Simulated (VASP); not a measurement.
Given:

```
CELL_PARAMETERS angstrom
      3.98156     0.00000     0.00000
      0.00000     3.98156     0.00000
      0.00000     0.00000     3.98156
ATOMIC_POSITIONS crystal
  Sr 0.00000 0.00000 0.00000
  Ti 0.50000 0.50000 0.50000
  O  0.50000 0.00000 0.50000
  O  0.00000 0.50000 0.50000
  O  0.50000 0.50000 0.00000
```

The numbers are results of PBE GGA, VASP's PBE PAW potentials (set 64) (plane waves; VASP), not measurements. Run with 560 eV cut-off, 11×11×11 Γ-centred mesh, Gaussian smearing of 0.010 eV, potentials Sr_sv Ti_sv O.

Energy and stress use the plane-wave basis of the starting cell.

The ions, cell shape and volume are relaxed. Give the cell that the relaxation ends in.

```
CELL_PARAMETERS angstrom
      3.94056     0.00000     0.00000
      0.00000     3.94056     0.00000
      0.00000     0.00000     3.94056
ATOMIC_POSITIONS crystal
  Sr 0.00000 0.00000 0.00000
  Ti 0.50000 0.50000 0.50000
  O  0.50000 0.00000 0.50000
  O  0.00000 0.50000 0.50000
  O  0.50000 0.50000 0.00000
```
Space group Pm-3m (221), at a tolerance of 0.03 Å.

How do energy and volume change from the first to the last step?

The energy (σ→0) changes by -6.1 meV/atom and the volume by -3.1 %, in 3 ionic steps.

| step | E(σ→0) (eV) | max force (eV/Å) | pressure (GPa) | volume (Å³) |
|---|---|---|---|---|
| 1 | -40.0786 | 0.000 | -4.90 | 63.12 |
| 2 | -40.0881 | 0.000 | 4.49 | 59.66 |
| 3 | -40.1090 | 0.000 | -0.02 | 61.19 |

The structure comes from a computed database's SrTiO3 entry; how it stands against other phases isn't given here. This run relaxes it. Symmetry was kept, so distortions that lower it aren't found. The run is one of a series of settings (EDIFF = 1E-09, EDIFFG = -0.005, ENCUT = 560, IBRION = 2, ISIF = 3, NSW = 50, KPOINTS 11×11×11 Γ-centred mesh against the base run), some of them coarse on purpose.
